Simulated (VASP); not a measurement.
The system is Al.

```xyz
1
Lattice="0.0000 2.0248 2.0248 2.0248 0.0000 2.0248 2.0248 2.0248 0.0000" Properties=species:S:1:pos:R:3 pbc="T T T"
Al    0.0000    0.0000    0.0000
```

* Program: VASP 6.6.1
* Task: relaxation of cell and atoms
* Functional: PBEsol
* Potentials or basis: VASP PAW PBE potentials, release 64 (Al)
* Cutoff: 520 eV
* k mesh: 18 × 18 × 18
* Occupations: gaussian, width 0.1 eV
* Spin: no spin polarisation

At the start: pressure -1.9 GPa; volume 16.60 Å³/atom.

Problem. How do energy, volume and symmetry change on relaxing?

Solution. Over 3 steps the energy falls by 2.5 meV/atom and the volume is 16.19 Å³/atom (-2.5 %); space group Fm-3m (No. 225, to 0.05 Å).

Step by step:
```csv
step,energy change (eV),largest force (eV/Å),pressure (GPa),volume (Å³)
1,0.0000,0.0000,-1.91,16.60
2,-0.0024,0.0000,0.31,16.13
3,-0.0025,0.0000,0.00,16.19
```

Final structure:
```
CELL_PARAMETERS angstrom
0.00000 2.00801 2.00801
2.00801 0.00000 2.00801
2.00801 2.00801 0.00000
ATOMIC_POSITIONS crystal
Al 0.00000 0.00000 0.00000
```

Caveat: the PAW data sets were made with another functional, which shifts forces and pressure a little.
